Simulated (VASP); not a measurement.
Elastic constants (GPa) of a crystal from PBEsol GGA, VASP's PBE PAW potentials (set 64) in VASP 6.6.1:

|  | xx | yy | zz | yz | xz | xy |
|---|---|---|---|---|---|---|
| xx | 86.6 | 10.4 | 10.4 | 0.0 | 0.0 | 0.0 |
| yy | 10.4 | 86.6 | 10.4 | 0.0 | 0.0 | 0.0 |
| zz | 10.4 | 10.4 | 86.6 | 0.0 | 0.0 | 0.0 |
| yz | 0.0 | 0.0 | 0.0 | 14.8 | 0.0 | 0.0 |
| xz | 0.0 | 0.0 | 0.0 | 0.0 | 14.8 | 0.0 |
| xy | 0.0 | 0.0 | 0.0 | 0.0 | 0.0 | 14.8 |

**Question.** Work out the Voigt, Reuss and Hill moduli, Young's modulus and Poisson's ratio.

**Answer.** All eigenvalues are positive (smallest 14.8 GPa), so the crystal is stable. K_V = (C11+C22+C33+2(C12+C13+C23))/9 = (259.8 + 2×31.2)/9 = 35.8 GPa; G_V = (259.8 − 31.2 + 3×44.4)/15 = 24.1 GPa. From the compliances, K_R = 35.8 GPa and G_R = 19.6 GPa. Hill: K = 35.8 GPa, G = 21.9 GPa, E = 9KG/(3K+G) = 54.5 GPa, ν = (3K−2G)/(2(3K+G)) = 0.246. K/G = 1.64, below Pugh's 1.75; universal anisotropy A^U = 1.16.

**Question.** With a density of 4.94 g/cm³, what are the mean sound speeds?

**Answer.** v_l = √((K+4G/3)/ρ) = 3.63 km/s and v_t = √(G/ρ) = 2.10 km/s. The crystal is SrTe (rock salt), cubic.

The compound is SrTe in the rock salt structure. It was relaxed first.
